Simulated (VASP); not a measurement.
An input for Ansatz (written as the equivalent of a VASP run, and not itself run):

Ansatz 0.2 input:
```yaml
crystal:
  lattice:
    - [4.3820601, 0.0000000, 0.0000000]
    - [-2.1910300, 3.7949751, 0.0000000]
    - [0.0000000, 0.0000000, 30.3842154]
  atoms:
    - { symbol: Bi, position: [0.3333330, 0.6666670, 0.2669267] }
    - { symbol: Bi, position: [0.3333330, 0.6666670, 0.0664073] }
    - { symbol: Bi, position: [0.0000000, 0.0000000, 0.6002597] }
    - { symbol: Bi, position: [0.0000000, 0.0000000, 0.3997403] }
    - { symbol: Bi, position: [0.6666670, 0.3333330, 0.9335927] }
    - { symbol: Bi, position: [0.6666670, 0.3333330, 0.7330733] }
    - { symbol: Te, position: [1.0000000, 0.0000000, 0.0000000] }
    - { symbol: Te, position: [0.6666670, 0.3333330, 0.1236107] }
    - { symbol: Te, position: [0.0000000, 1.0000000, 0.2097223] }
    - { symbol: Te, position: [0.6666670, 0.3333330, 0.3333330] }
    - { symbol: Te, position: [0.3333330, 0.6666670, 0.4569447] }
    - { symbol: Te, position: [0.6666670, 0.3333330, 0.5430553] }
    - { symbol: Te, position: [0.3333330, 0.6666670, 0.6666670] }
    - { symbol: Te, position: [0.0000000, 0.0000000, 0.7902777] }
    - { symbol: Te, position: [0.3333330, 0.6666670, 0.8763893] }
kpoints:
  mp_grid: { grid: [5, 5, 1] }
hamiltonian:
  xc: pbe
  dispersion: d3bj
  pseudopotentials: { kind: paw }
scf:
  occupations: { method: gaussian, width: 0.05 }
  max_iter: 100
relax:
  max_steps: 60
  f_tol: 0.02
  cell: {}
output: { forces: true, stress: true, eigenvalues: true }
```

Translate this input to VASP (INCAR, KPOINTS, POSCAR, choice of POTCAR).

One answer among several that fit: 
### INCAR
```
ALGO = Normal
EDIFF = 1E-6
EDIFFG = -0.02
ENCUT = 480
GGA = PE
IBRION = 2
ISIF = 3
ISMEAR = 0
IVDW = 12
LASPH = .TRUE.
LCHARG = .FALSE.
LMAXMIX = 4
LREAL = Auto
LWAVE = .FALSE.
NELM = 100
NSW = 60
PREC = Accurate
SIGMA = 0.05
SYSTEM = Bi2Te3
```

**KPOINTS**
```
Regular mesh
0
G
  5 5 1
0 0 0
```

**POSCAR**
```
Bi2Te3
1.0
  4.3820600587   0.0000000000   0.0000000000
 -2.1910300294   3.7949750628   0.0000000000
  0.0000000000   0.0000000000  30.3842153771
Bi Te
6 9
Direct
  0.3333330000   0.6666670000   0.2669267391
  0.3333330000   0.6666670000   0.0664072609
  0.0000000000   0.0000000000   0.6002597391
  0.0000000000   0.0000000000   0.3997402609
  0.6666670000   0.3333330000   0.9335927391
  0.6666670000   0.3333330000   0.7330732609
  1.0000000000   0.0000000000   0.0000000000
  0.6666670000   0.3333330000   0.1236106978
  0.0000000000   1.0000000000   0.2097223022
  0.6666670000   0.3333330000   0.3333330000
  0.3333330000   0.6666670000   0.4569446978
  0.6666670000   0.3333330000   0.5430553022
  0.3333330000   0.6666670000   0.6666670000
  0.0000000000   0.0000000000   0.7902776978
  0.3333330000   0.6666670000   0.8763893022
```

POTCAR, in this order: Bi_d Te (PBE.64 set). Program: vasp_std.

Limits of the translation: each code has its own PAW files, so the cut-off isn't converted (ENCUT is set for VASP's; basis.ecutwfc is left out, and Ansatz then takes the one that its files recommend); Ansatz stops its SCF on the density residual and VASP on the energy change (EDIFF).

The compound is Bi2Te3 in the tetradymite structure. This run relaxes it. Symmetry was kept, so distortions that lower it aren't found. The start is the result of an earlier pass.
